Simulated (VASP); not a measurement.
```
PtSe2
1.0
    1.83661    -3.18111     0.00000
    1.83661     3.18111     0.00000
    0.00000     0.00000     6.32654
Pt Se
1 2
Cartesian
  0.00000   0.00000   0.00000
  1.83661   1.06037   1.28163
  1.83661  -1.06037   5.04491
```

Level of theory: PBE GGA, VASP's PBE PAW potentials (set 64) (plane waves; VASP). Settings: 520 eV cut-off, 7×7×4 Γ-centred mesh, Gaussian smearing of 0.050 eV, potentials Pt Se.

Without a dispersion term in the relaxation, distances and binding between the weakly bound layers, chains or molecules are unreliable, and so is what depends on them.

The ions and cell shape at fixed volume are relaxed. Predict the relaxed structure.

```
PtSe2
1.0
    1.87602    -3.24937     0.00000
    1.87602     3.24937     0.00000
    0.00000     0.00000     6.06354
Pt Se
1 2
Cartesian
  0.00000   0.00000   6.06354
  1.87602   1.08312   1.30486
  1.87602  -1.08312   4.75868
```
Space group P-3m1 (164), at a tolerance of 0.03 Å.

How much energy does the relaxation gain?

The energy (σ→0) changes by -28.7 meV/atom, in 6 ionic steps.

The compound is PtSe2 in the 1T layered structure. This cell is one point of a volume scan, at 0.94 of the reference volume. Symmetry was kept, so distortions that lower it aren't found.
